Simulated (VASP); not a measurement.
NaAl3:

```
CELL_PARAMETERS angstrom
-2.18772 2.18772 3.98021
2.18772 -2.18772 3.98021
2.18772 2.18772 -3.98021
ATOMIC_POSITIONS crystal
Al 0.50000 0.50000 0.00000
Al 0.25000 0.75000 0.50000
Al 0.75000 0.25000 0.50000
Na 0.00000 0.00000 0.00000
```

The cell comes from a database or a generator and needn't be the stable form of this composition.

```yaml
Program: VASP 6.6.1
Task: single point
Functional: PBE
Potentials_or_basis: VASP PAW PBE potentials, release 64 (Al, Na_pv)
Cutoff: 520 eV
k_mesh: 9 × 9 × 9
Occupations: fermi-dirac, width 0.05 eV
Spin: no spin polarisation
```

On this cell: pressure -0.1 GPa; largest force under 0.003 eV/Å; band gap on the k mesh none (metal or under the smearing width).

The same run follows on a disturbed copy (atoms moved at random, drawn with an rms of 0.05 Å):

```
CELL_PARAMETERS angstrom
-2.18772 2.18772 3.98021
2.18772 -2.18772 3.98021
2.18772 2.18772 -3.98021
ATOMIC_POSITIONS crystal
Al 0.49192 0.49855 0.98815
Al 0.25180 0.74676 0.49728
Al 0.75602 0.24989 0.51384
Na 0.00822 0.99908 0.00737
```

Question: What does the disturbed cell give?

Answer: The energy (extrapolated to zero smearing) moves by +3.0 meV/atom; pressure 0.0 GPa; largest force 0.226 eV/Å; band gap on the k mesh none (metal or under the smearing width).

Forces in eV/Å, atoms in the order of the input:
```
Al   0.035  0.219 -0.038
Al   0.032  0.014 -0.015
Al  -0.064 -0.084  0.109
Na  -0.004 -0.149 -0.056
```

Stress tensor (GPa, compression positive):
```
-0.59  0.04  0.10
 0.04 -0.19 -0.17
 0.10 -0.17  0.84
```
